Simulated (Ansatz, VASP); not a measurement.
**One calculation of NaMgF3, two programs**

INCAR

```
SYSTEM = NaMgF3
PREC     = Accurate       ! precision mode
ENCUT    = 520            ! plane-wave cutoff, eV
EDIFF    = 1E-7           ! SCF threshold, eV
ISMEAR   = 0              ! smearing method
SIGMA    = 0.05           ! smearing width, eV
LREAL    = .False.        ! projectors in reciprocal space
LASPH    = .True.         ! aspherical terms in the spheres
NELM     = 80             ! most SCF steps
ALGO     = Normal         ! electronic algorithm
ISIF     = 2              ! what is computed and relaxed
LWAVE    = .False.        ! write WAVECAR
LCHARG   = .False.        ! write CHGCAR
GGA      = CA             ! functional
NBANDS   = 23             ! bands
```

File KPOINTS:

```
regular mesh
0
Gamma
  6 6 6
  0 0 0
```

Contents of POSCAR:

```
NaMgF3
1.0
    4.0002244875      0.0000000000      0.0000000000
    0.0000000000      3.9014535125      0.0000000000
    0.0000000000      0.0000000000      3.9508390000
Na Mg F
1 1 3
Direct
    0.0000000000      0.0000000000      0.0000000000
    0.5000000000      0.5000000000      0.5000000000
    0.5000000000      0.5000000000      0.0000000000
    0.5000000000      0.0000000000      0.5000000000
    0.0000000000      0.5000000000      0.5000000000
```

Input for Ansatz:

```yaml
crystal:
  lattice:
    - [4.0002244875, 0.0, 0.0]
    - [0.0, 3.9014535125, 0.0]
    - [0.0, 0.0, 3.950839]
  atoms:
    - { symbol: Na, position: [0.0, 0.0, 0.0] }
    - { symbol: Mg, position: [0.5, 0.5, 0.5] }
    - { symbol: F, position: [0.5, 0.5, 0.0] }
    - { symbol: F, position: [0.5, 0.0, 0.5] }
    - { symbol: F, position: [0.0, 0.5, 0.5] }
basis:
  ecutwfc: 420
kpoints:
  mp_grid: { grid: [6, 6, 6] }
hamiltonian:
  xc: lda
scf:
  occupations: { method: gaussian, width: 0.05 }
output:
  forces: true
  stress: true
  eigenvalues: true
```

Change from the starting cell: strain +0.0125 x Voigt [1, -1, 0, 0, 0, 0], atoms carried along.

Alike in both runs: task single point; functional LDA; k mesh 6 × 6 × 6; occupations gaussian, width 0.05 eV; no spin polarisation.

|  | VASP | Ansatz |
| --- | --- | --- |
| version | VASP 6.6.1 | Ansatz 0.2.0 |
| potentials or method | VASP PAW LDA potentials, release 64 (Na_pv, Mg, F) | scalar-relativistic, plane waves, PAW |
| plane-wave cutoff (eV) | 520 | 420 |
| valence electrons in the cell | 30 | 40 |

Ansatz gave:

| Quantity | Value |
| --- | --- |
| gap on the k mesh at the Fermi level (eV) | 5.62 |
| least direct gap on the mesh (eV) | 6.08 |
| pressure (GPa) | -6.4 |
| largest component of the traceless stress (GPa) | 1.23 |

**Question.** Estimate VASP's values.

**Answer.** gap on the k mesh at the Fermi level (eV): 5.59; least direct gap on the mesh (eV): 6.05; pressure (GPa): -7.3; largest component of the traceless stress (GPa): 1.21.

The two sets of potentials don't hold the same shells in valence.

A k mesh can miss the band edges.
